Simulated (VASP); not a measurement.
AuZn: energy against volume

AuZn (CsCl type, Pm-3m, 15.289 Å³/atom and stress up to 0.30 GPa in the relaxed cell, cube axes along x, y and z) under an equal strain ε along all three axes. PBEsol in VASP (plane waves, PAW), 480 eV, 14×14×14 Γ-centred mesh, Methfessel-Paxton smearing 0.10 eV; ions are relaxed, or left where forces stay under 0.02 eV/Å, within the symmetry of each cell.

Here V stands for volume and E for E less E0.

| volume (Å³/atom) | E less E0 (meV/atom) | pressure (GPa) |
|---|---|---|
| 13.9535 | ? | ? |
| 14.3896 | 29.34 | 10.58 |
| 14.6109 | 16.60 | 7.67 |
| 14.8346 | 7.63 | 4.99 |
| 15.0605 | 2.18 | 2.54 |
| 15.2887 | 0.00 | 0.30 |
| 15.5191 | 0.90 | -1.76 |
| 15.7519 | 4.67 | -3.64 |
| 15.9870 | 11.12 | -5.35 |
| 16.2244 | 20.08 | -6.92 |

Q: Using the third-order Birch-Murnaghan form, a cubic in V^(-2/3), estimate the missing E at V = 13.9535 from the other rows, showing the fit.

A: With u = V^(-2/3) - 0.162, the rows have u = 0.007031, 0.005320, 0.003634, 0.001974, 0.000338, -0.001273, -0.002860, -0.004425, -0.005965. Least squares gives E = -0.060 - 21.65·u + 578537·u² + 2725831·u³. Residuals (row less fit): 0.005, -0.009, -0.002, 0.007, 0.001, 0.001, 0.000, -0.008, 0.004; standard error 0.007 (degrees of freedom: 5). Its minimum lies at u = 0.000019, so V0 = (0.162019)^(-3/2) = 15.33. There d²E/du² = 1157000 and d³E/du³ = 1.635e7, so B0 = (4/9) × 15.33^(-7/3) × 1157000 × 0.160218 = 141 GPa (the last factor turns the table's units into GPa), and B0' = 4 + (2/3) × 0.162019 × (1.635e7)/1157000 = 5.5. B0' rests on the cubic coefficient alone and has a standard error of 0.1 from these residuals. At the withheld row, u = 0.010535, so E = -0.060 - 21.65 × 0.010535 + 578537 × 0.010535² + 2725831 × 0.010535³ = 67.109 meV/atom. The calculation gives 67.14 meV/atom, 0.031 meV/atom above the prediction (0.0 % of the range of E in the table). The row lies outside the fitted rows, so this is an extrapolation. From the scatter of the fitted rows alone, a prediction at this place has a standard error of 0.034 meV/atom, so the miss is 0.9 times that.

In a metal these values are sensitive to mesh and smearing; energies are taken to zero smearing, stresses follow the free energy. Spin-orbit coupling is left out, which can shift these values for the heavy elements here. Other structures, which can take over under pressure, weren't tried. The same form fitted to the pressure column gives B0' = 5.6; series where the two differ by over 0.4 aren't shown. For AuZn: the electron count is odd and the run is not spin-polarised, which forces a metal. Rows are the converged runs of the series near zero and its far end, less any whose ions stayed unrelaxed beside relaxed ones; series whose fitted rows scatter by over a few per cent of the range, as at a crossing or softening among them, aren't shown in this form.
